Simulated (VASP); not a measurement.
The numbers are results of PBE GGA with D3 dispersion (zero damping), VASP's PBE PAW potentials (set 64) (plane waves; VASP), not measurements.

VASP input:

### INCAR
```
SYSTEM = AgCl
PREC = Accurate
ENCUT = 520
EDIFF = 1E-7
NELM = 100
ALGO = Normal
LREAL = .FALSE.
LASPH = .TRUE.
ISMEAR = 0
SIGMA = 0.05
GGA = PE
IVDW = 11
LMAXMIX = 4
LWAVE = .FALSE.
LCHARG = .FALSE.
LORBIT = 11
ICHARG = 11
```

**POSCAR**
```
AgCl
1.0
  0.0000000000   2.7622271656   2.7622271656
  2.7622271656   0.0000000000   2.7622271656
  2.7622271656   2.7622271656   0.0000000000
Ag Cl
1 1
Cart
  2.7622271656   0.0000000000   2.7622271656
  2.7622271656   2.7622271656   2.7622271656
```

### KPOINTS
```
k-points along high-symmetry lines
15
Line-mode
Reciprocal
  0.000000   0.000000   0.000000 ! GAMMA
  0.500000   0.000000   0.500000 ! X

  0.500000   0.000000   0.500000 ! X
  0.625000   0.250000   0.625000 ! U

  0.375000   0.375000   0.750000 ! K
  0.000000   0.000000   0.000000 ! GAMMA

  0.000000   0.000000   0.000000 ! GAMMA
  0.500000   0.500000   0.500000 ! L

  0.500000   0.500000   0.500000 ! L
  0.500000   0.250000   0.750000 ! W

  0.500000   0.250000   0.750000 ! W
  0.500000   0.000000   0.500000 ! X
```

POTCAR, in this order: Ag Cl (PBE.64 set). Program: vasp_std. Read from the step before: CHGCAR.

The run wrote:

OSZICAR:
```
       N       E                     dE             d eps       ncg     rms          rms(c)
DAV:   1     0.999629750361E+02    0.99963E+02   -0.89045E+03  2428   0.124E+03
DAV:   2    -0.154756992928E+01   -0.10151E+03   -0.94844E+02  2800   0.256E+02
DAV:   3    -0.543646563069E+01   -0.38889E+01   -0.38772E+01  2745   0.525E+01
DAV:   4    -0.546749963541E+01   -0.31034E-01   -0.31030E-01  2730   0.528E+00
DAV:   5    -0.546794338782E+01   -0.44375E-03   -0.44375E-03  2755   0.626E-01
DAV:   6    -0.546795194284E+01   -0.85550E-05   -0.85550E-05  2795   0.863E-02
DAV:   7    -0.546795212511E+01   -0.18227E-06   -0.18229E-06  2750   0.127E-02
DAV:   8    -0.546795212865E+01   -0.35429E-08   -0.35236E-08  1901   0.190E-03
   1 F= -.60962449E+01 E0= -.60962449E+01  d E =-.253781E-13
```

**OUTCAR**
```
 val. band max:        3.9684708482   @ k =   0.5000   0.5000   0.5000

 cond. band min:       4.8748536007   @ k =   0.0000   0.0000   0.0000



 k-point     1 :       0.0000    0.0000    0.0000
  band No.  band energies     occupation
      1     -11.2602      2.00000
      2       1.4812      2.00000
      3       1.4812      2.00000
      4       1.4812      2.00000
      5       1.5229      2.00000
      6       1.5229      2.00000
      7       1.5965      2.00000
      8       1.5965      2.00000
      9       1.5965      2.00000
     10       4.8749      0.00000
     11      14.8182      0.00000
     12      14.8182      0.00000
     13      14.8182      0.00000

 k-point     2 :       0.0357    0.0000    0.0357
  band No.  band energies     occupation
      1     -11.2533      2.00000
      2       1.1899      2.00000
      3       1.3944      2.00000
      4       1.3944      2.00000
      5       1.4769      2.00000
      6       1.5253      2.00000
      7       1.6842      2.00000
      8       1.6842      2.00000
      9       1.8836      2.00000
     10       4.9682      0.00000
     11      14.6570      0.00000
     12      14.7542      0.00000
     13      14.7542      0.00000

 k-point     3 :       0.0714    0.0000    0.0714
  band No.  band energies     occupation
      1     -11.2328      2.00000
      2       0.8076      2.00000
      3       1.2735      2.00000
      4       1.2735      2.00000
      5       1.4643      2.00000
      6       1.5323      2.00000
      7       1.8068      2.00000
      8       1.8068      2.00000
      9       2.1376      2.00000
     10       5.2360      0.00000
     11      14.3188      0.00000
     12      14.5985      0.00000
     13      14.5985      0.00000

 k-point     4 :       0.1071    0.0000    0.1071
  band No.  band energies     occupation
      1     -11.2002      2.00000
      2       0.4373      2.00000
      3       1.1593      2.00000
      4       1.1593      2.00000
...
```

The density is held fixed in this step, so its total energy and stress have no physical meaning.

The compound is AgCl in the rock salt structure. It was relaxed first.
